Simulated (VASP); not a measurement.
Input:

```
CELL_PARAMETERS angstrom
      2.81596     0.00000     0.00000
      0.00000     2.84413     0.00000
      0.00000     0.00000     2.88800
ATOMIC_POSITIONS crystal
  Cr 0.00000 0.00000 0.00000
  Cr 0.50858 0.50000 0.50000
```
Starting moments (μB, in the order of the record's atoms Cr Cr): 1.5 -1.5.

All values below come from PBE GGA, VASP's PBE PAW potentials (set 64) (plane waves; VASP 6.6.1). Settings: 400 eV cut-off, 12×12×11 Γ-centred mesh, tetrahedra, potentials Cr_pv.

### Question
Which forces act on the atoms, in eV/Å?

### Answer

```json
[
 {"atom": "Cr1", "Fx": "0.120", "Fy": "0.000", "Fz": "0.000"},
 {"atom": "Cr2", "Fx": "-0.120", "Fy": "0.000", "Fz": "0.000"}
]
```

### Question
Give the stress tensor in GPa (positive for a compressed cell).

### Answer

```
 6.65   0.00   0.00
 0.00   2.79   0.00
 0.00   0.00  -2.82
```
The pressure is its mean diagonal, 2.21 GPa.

The compound is Cr in the bcc, AFM order structure. The cell was not relaxed at this level. The run is one of a series of settings (ISMEAR = -4, SIGMA removed against the base run), some of them coarse on purpose.
